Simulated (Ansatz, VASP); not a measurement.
# SbAs in two plane-wave programs, part 2 of 2

One calculation is typed for both programs; each brings its own data sets. How far apart do they land? The cell is generated by rule, not measured, and may not be a known phase. The cell is taken from a series of runs on this material, whose earlier steps may have relaxed, scaled, displaced or heated it; both programs get it as it stands.

VASP 6.6.1 and Ansatz 0.2.0.

So far. Step 3 (VASP: single point, PBEsol, pair 1): The run ends at a pressure of -1.54 GPa, with forces up to 0.49 eV/Å. Step 6 (Ansatz: single point, PBEsol, pair 2): The run ends at a pressure of 0.20 GPa, with forces up to 0.046 eV/Å.

## (7) VASP: single point, PBEsol, pair 2

Level of this step: PBEsol; plane waves and PAW (Sb, As); invented cell (VASP).

The same cell, functional, mesh and smearing now go to VASP, with its own data sets.

File INCAR:

```
SYSTEM = SbAs
PREC = Accurate
ENCUT = 500
EDIFF = 1E-06
NELM = 120
ISMEAR = 1
SIGMA = 0.2
LREAL = .FALSE.
ALGO = Normal
GGA = PS
NBANDS = 28
LORBIT = 11
LWAVE = .FALSE.
LCHARG = .FALSE.
ISIF = 2
LASPH = .TRUE.
GGA_COMPAT = .FALSE.
KPAR = 2
```

File POSCAR:

```
SbAs
1.0
    0.0000000000     -3.2138340659     -3.2138340659
    0.0000000000      3.2138340659     -3.2138340659
   12.8553362638      0.0000000000      0.0000000000
Sb As
4 4
Direct
    0.4984219397      0.5024498556      0.2500000000
    0.5015780603      0.4975501444      0.7500000000
    0.9950253384      0.0072599316      0.0000000000
    0.0049746616      0.9927400684      0.5000000000
    0.0011183225      0.5076560794      0.8750000000
    0.9988816775      0.4923439206      0.3750000000
    0.5056462974      0.9964227872      0.6250000000
    0.4943537026      0.0035772128      0.1250000000
```

File KPOINTS:

```
Automatic mesh
0
Gamma
8 8 4
0 0 0
```

Potentials, in the order of the species: Sb and As (PBE family, release 64).

Started as:

```console
$ mpirun -np 2 vasp_std
```

Numbers of over 12 decimals in the logs are rounded to 6 here.

What it wrote:

```text
[banner, memory and clock lines left out]
running    2 mpi-ranks, on    1 nodes
[...]
[... a notice as in an earlier step ...]

 LDA part: xc-table for (Slater+PW92), standard interpolation
 POSCAR, INCAR and KPOINTS ok, starting setup
[...]
entering main loop
       N       E                     dE             d eps       ncg     rms          rms(c)
DAV:   1     0.182418323490E+03    0.18242E+03   -0.13469E+04  5712   0.108E+03
DAV:   2    -0.168008989777E+02   -0.19922E+03   -0.19406E+03  7072   0.175E+02
DAV:   3    -0.355316249348E+02   -0.18731E+02   -0.18316E+02  7020   0.563E+01
DAV:   4    -0.360403553818E+02   -0.50873E+00   -0.50415E+00  7316   0.949E+00
[...]
DAV:  11    -0.356788910993E+02   -0.16537E-04   -0.47684E-05  6728   0.265E-02    0.767E-03
DAV:  12    -0.356788893095E+02    0.17898E-05   -0.80583E-06  6556   0.112E-02    0.511E-03
DAV:  13    -0.356788898391E+02   -0.52958E-06   -0.14510E-06  3812   0.482E-03
   1 F= -.35678890E+02 E0= -.35670019E+02  d E =-.266117E-01
```

Parts of OUTCAR (step 7):

```text
  Total        0.5462683      0.5622241      0.5470779      0.0000000     -0.0051520      0.0000000
  in kB        3.2957652      3.3920304      3.3006493      0.0000000     -0.0310835      0.0000000
  external PRESSURE =       3.3294816 kB  Pullay stress =       0.0000000 kB

 POSITION                                       TOTAL-FORCE (eV/Angst)
 -----------------------------------------------------------------------------------
      3.21383      0.01295     -3.21664         0.001673      0.016096     -0.007790
      9.64150     -0.01295     -3.21103         0.001673     -0.016096      0.007790
      0.00000     -3.17451     -3.22118         0.000312      0.045460     -0.007067
      6.42767      3.17451     -3.20649         0.000312     -0.045460      0.007067
     11.24842      1.62793     -1.63512        -0.001870      0.016246     -0.025401
      4.82075     -1.62793     -4.79255        -0.001870     -0.016246      0.025401
      8.03459      1.57727     -4.82740        -0.000115     -0.020901     -0.007333
      1.60692     -1.57727     -1.60027        -0.000115      0.020901      0.007333
 -----------------------------------------------------------------------------------
    total drift:                                0.000007      0.000000     -0.000000

  FREE ENERGIE OF THE ION-ELECTRON SYSTEM (eV)
  ---------------------------------------------------
  free  energy   TOTEN  =       -35.6788898391 eV

  energy  without entropy=      -35.6522780908  energy(sigma->0) =      -35.67001926

[... 1 part as in an earlier step ...]

[... 2 further parts left out ...]
[key lines of the parts left out:]
E-fermi :   3.9539
```

The run ends at a pressure of 0.33 GPa, with forces up to 0.046 eV/Å.

## (8) Comparison

What differs besides the data sets and the points named for the pairs above, as far as they apply: the data sets hold 120 valence electrons in Ansatz (on its default PAW (the set named soft_2) files) and 40 in VASP. Total energies have different zeros and are not compared.

Compared:

```tsv
quantity	Ansatz	VASP	difference
pressure (GPa)	0.20	0.33	-0.13
```

At this near-relaxed geometry the largest component of a force difference is 3 meV/Å.

## (9) VASP: single point, PBEsol, pair 3

A single point gives forces, pressure and levels at one fixed geometry, so differences don't come from the geometry; what else differs is listed under the comparison.

INCAR is that of step 7.

File POSCAR:

```
SbAs
1.0
    0.0000000000     -3.2138340659     -3.2138340659
    0.0000000000      3.2138340659     -3.2138340659
   12.8553362638      0.0000000000      0.0000000000
Sb As
4 4
Direct
    0.4968438794      0.5048997112      0.2500000000
    0.5031561206      0.4951002888      0.7500000000
    0.9900506769      0.0145198631      0.0000000000
    0.0099493231      0.9854801369      0.5000000000
    0.0022366450      0.5153121588      0.8750000000
    0.9977633550      0.4846878412      0.3750000000
    0.5112925947      0.9928455744      0.6250000000
    0.4887074053      0.0071544256      0.1250000000
```

KPOINTS is that of step 7.

Started as:

```console
$ mpirun -np 2 vasp_std
```

What it wrote:

```text
[... set-up lines as in an earlier step ...]
 entering main loop
       N       E                     dE             d eps       ncg     rms          rms(c)
DAV:   1     0.182406936579E+03    0.18241E+03   -0.13471E+04  5712   0.108E+03
DAV:   2    -0.168144109892E+02   -0.19922E+03   -0.19407E+03  7080   0.175E+02
DAV:   3    -0.355415772069E+02   -0.18727E+02   -0.18310E+02  7020   0.563E+01
DAV:   4    -0.360515979336E+02   -0.51002E+00   -0.50534E+00  7304   0.949E+00
[...]
DAV:  11    -0.356900793108E+02   -0.16737E-04   -0.47561E-05  6700   0.264E-02    0.756E-03
DAV:  12    -0.356900774904E+02    0.18204E-05   -0.80900E-06  6540   0.113E-02    0.506E-03
DAV:  13    -0.356900780128E+02   -0.52236E-06   -0.14606E-06  3812   0.483E-03
   1 F= -.35690078E+02 E0= -.35682135E+02  d E =-.238288E-01
```

Parts of OUTCAR (step 9):

```text
  Total        0.4865438      0.5291535      0.4706213      0.0000000     -0.0199837      0.0000000
  in kB        2.9354330      3.1925073      2.8393692      0.0000000     -0.1205665      0.0000000
  external PRESSURE =       2.9891031 kB  Pullay stress =       0.0000000 kB

 POSITION                                       TOTAL-FORCE (eV/Angst)
 -----------------------------------------------------------------------------------
      3.21383      0.02589     -3.21944         0.006636      0.031951     -0.012501
      9.64150     -0.02589     -3.20823         0.006636     -0.031951      0.012501
      0.00000     -3.13519     -3.22852         0.001166      0.089128     -0.014658
      6.42767      3.13519     -3.19915         0.001166     -0.089128      0.014658
     11.24842      1.64894     -1.66332        -0.007457      0.031401     -0.046740
      4.82075     -1.64894     -4.76435        -0.007457     -0.031401      0.046740
      8.03459      1.54763     -4.83405        -0.000345     -0.040307     -0.013087
      1.60692     -1.54763     -1.59362        -0.000345      0.040307      0.013087
 -----------------------------------------------------------------------------------
    total drift:                                0.000000     -0.000000      0.000000

  FREE ENERGIE OF THE ION-ELECTRON SYSTEM (eV)
  ---------------------------------------------------
  free  energy   TOTEN  =       -35.6900780128 eV

  energy  without entropy=      -35.6662492349  energy(sigma->0) =      -35.68213509

[... 2 parts as in an earlier step ...]

[... 1 further part left out ...]
[key lines of the parts left out:]
E-fermi :   3.9533
```

The run ends at a pressure of 0.30 GPa, with forces up to 0.090 eV/Å.

## (10) Ansatz: single point, PBEsol, pair 3

The same cell, functional, mesh and smearing now go to Ansatz, which takes its cutoff from its data sets.

The cell is taken from a series of runs on this material, whose earlier steps may have relaxed, scaled, displaced or heated it; both programs get it as it stands.

File input.yaml:

```yaml
crystal:
  lattice:
    - [0.0, -3.2138340659, -3.2138340659]
    - [0.0, 3.2138340659, -3.2138340659]
    - [12.8553362638, 0.0, 0.0]
  atoms:
    - { symbol: Sb, position: [0.4968438794, 0.5048997112, 0.25] }
    - { symbol: Sb, position: [0.5031561206, 0.4951002888, 0.75] }
    - { symbol: Sb, position: [-0.0099493231, 0.0145198631, 0.0] }
    - { symbol: Sb, position: [0.0099493231, -0.0145198631, 0.5] }
    - { symbol: As, position: [0.002236645, 0.5153121588, 0.875] }
    - { symbol: As, position: [-0.002236645, 0.4846878412, 0.375] }
    - { symbol: As, position: [0.5112925947, -0.0071544256, 0.625] }
    - { symbol: As, position: [0.4887074053, 0.0071544256, 0.125] }
kpoints:
  mp_grid: { grid: [8, 8, 4] }
hamiltonian:
  xc: pbesol
scf:
  occupations: { method: methfessel_paxton, width: 0.2 }
output:
  forces: true
  stress: true
  eigenvalues: true
```

Started as:

```console
$ ansatz run input.yaml --threads 4 --pin off --max-ram 7168MiB --backend cpu --events-out ev --progress --plain --runs-dir out
```

What it wrote:

```text
[...]
Crystal: 8 atoms, lattice volume = 265.559 Å³
Basis set: ecut = 420 eV, 5187 PW (Γ), exchange–correlation on 64×64×180 points (8 copies of the dense FFT grid, shifted against one another)
Bands: 72, of which v1, the nominal top of the filled ones, is band 60 counted from 1 (59 counted from 0)
Symmetry: 2 space group operations
[...]
k-point 0: bands = [... 56 lower, 4.9373, 6.1843, 6.4235, 6.4588, 6.4739, 6.5526, 6.5547, 7.5734, ... 8 higher]
  k-point 1: bands = [... 56 lower, 5.1308, 6.0902, 6.1772, 6.3326, 6.4918, 6.6414, 6.8338, 7.4500, ... 8 higher]
  k-point 2: bands = [... 56 lower, 5.5857, 5.5857, 6.2123, 6.2123, 6.6092, 6.6092, 7.1605, 7.1605, ... 8 higher]
  k-point 101: bands = [... 56 lower, 6.8159, 6.8159, 6.8762, 6.8762, 7.0286, 7.0286, 7.0885, 7.0885, ... 8 higher]
[key lines of the parts left out:]
SCF converged after 7 iterations
Free energy (F): -44881.431146 eV
Fermi energy:    6.939825 eV
P = ⅓ Tr σ = 0.1691 GPa (1.691 kbar)
```

The run ends at a pressure of 0.17 GPa, with forces up to 0.090 eV/Å.

## (11) Side by side

What differs besides the data sets and the points named for the pairs above, as far as they apply: the data sets hold 120 valence electrons in Ansatz (on its default PAW (the set named soft_2) files) and 40 in VASP. Total energies have different zeros and are not compared.

The two programs side by side:

```tsv
quantity	Ansatz	VASP	difference
pressure (GPa)	0.17	0.30	-0.13
```

Forces (eV/Å; atoms numbered as in POSCAR):

```tsv
atom	Ansatz x, y, z	VASP x, y, z
Sb1	0.007, 0.031, -0.007	0.007, 0.032, -0.013
Sb2	0.007, -0.031, 0.007	0.007, -0.032, 0.013
Sb3	0.001, 0.088, -0.016	0.001, 0.089, -0.015
Sb4	0.001, -0.088, 0.016	0.001, -0.089, 0.015
As5	-0.008, 0.033, -0.045	-0.007, 0.031, -0.047
As6	-0.008, -0.033, 0.045	-0.007, -0.031, 0.047
As7	0.000, -0.045, -0.011	0.000, -0.040, -0.013
As8	0.000, 0.045, 0.011	0.000, 0.040, 0.013
```

The forces differ by 2.3 meV/Å r.m.s., which is 6.8 % of the r.m.s. force of 0.035 eV/Å (both taken over all components).

## (12) What came out

| Property | Result |
| --- | --- |
| r.m.s. force difference (single point, PBEsol, pair 1) | 5.3 % of the r.m.s. force |
| difference in pressure (single point, PBEsol, pair 2) | -0.13 GPa |
| r.m.s. force difference (single point, PBEsol, pair 3) | 2.3 meV/Å |

**Reading.** The r.m.s. force difference is 5.3 % of the r.m.s. force (single point, PBEsol, pair 1), beyond the 3 % picked in this series as the mark of a large difference. The data sets hold unlike numbers of valence electrons (120 in Ansatz and 40 in VASP), so part of the differences comes from the potentials. Single point, PBEsol, pair 1, VASP with the data sets Sb_d_GW and As_d and a cutoff of 600 eV: r.m.s. force difference goes from 13 to 1.1 meV/Å; the difference in pressure goes from -0.12 to 0.0036 GPa. How closely two codes agree says nothing of how well the functional describes the real material.

[Lines on the potential files, build, host, timing and source positions are cut from VASP's logs without a mark.]

[Logs are printed without paths, hosts, clocks, repeated set-up lines and the standing remarks that a program may print on its own settings, such as how far it seeks lower states.]

[Hosts, paths, dates, database ids (printed as entryN), source tags and the programs' standing remarks are cut or masked in the printed files.]
